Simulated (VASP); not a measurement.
BaZrP: single point with PBE

BaZrP:

```
CELL_PARAMETERS angstrom
4.77533 0.00000 0.00000
0.00000 4.77533 0.00000
0.00000 0.00000 4.96459
ATOMIC_POSITIONS crystal
Ba 0.50000 0.50000 0.00000
Zr 0.00000 0.00000 0.00000
P 0.00000 0.00000 0.50000
```

The cell was built by a generator and needn't be a form met in nature.

The cell isn't the ideal one: random cell by space group and Wyckoff sites (P4/mmm, No. 123).

```
Program             : VASP 6.6.1
Task                : single point
Functional          : PBE
Potentials or basis : VASP PAW PBE potentials, release 64 (Ba_sv, Zr_sv, P)
Cutoff              : 520 eV
k mesh              : 4 × 4 × 4
Occupations         : gaussian, width 0.1 eV
Spin                : no spin polarisation
```

* Pressure: 0.3 GPa
* Band gap on the k mesh: none (metal or under the smearing width)

Stress tensor (GPa, compression positive):
```
0.44 0.00 0.00
0.00 0.44 0.00
0.00 0.00 0.11
```

Levels at points of the mesh, in eV from the Fermi level:
```
           k point  band 10  band 11  band 12  band 13  band 14  band 15  band 16  band 17
(0.00, 0.00, 0.00)    -1.88    -1.37    -0.70    -0.51    -0.51    -0.48     0.52     0.52
(0.50, 0.00, 0.00)    -2.22    -0.81    -0.67     0.02     0.45     0.83     1.21     1.23
(0.50, 0.50, 0.00)    -1.44    -1.44    -0.57    -0.44    -0.14    -0.14    -0.06     1.47
(0.00, 0.00, 0.50)    -3.72    -1.79    -1.79    -1.54    -1.21    -0.42     3.01     3.81
(0.50, 0.00, 0.50)    -3.42    -2.35    -1.55     0.10     0.23     1.29     1.49     1.78
(0.50, 0.50, 0.50)    -3.44    -2.62    -2.62    -0.49     0.07     1.51     2.67     2.67
```

Run time: 66 s on 1 thread of Intel(R) Xeon(R) 6975P-C (Granite Rapids), on a shared host, peak memory 0.24 GiB.

The run has no spin-orbit coupling, so splittings on Ba are missing.
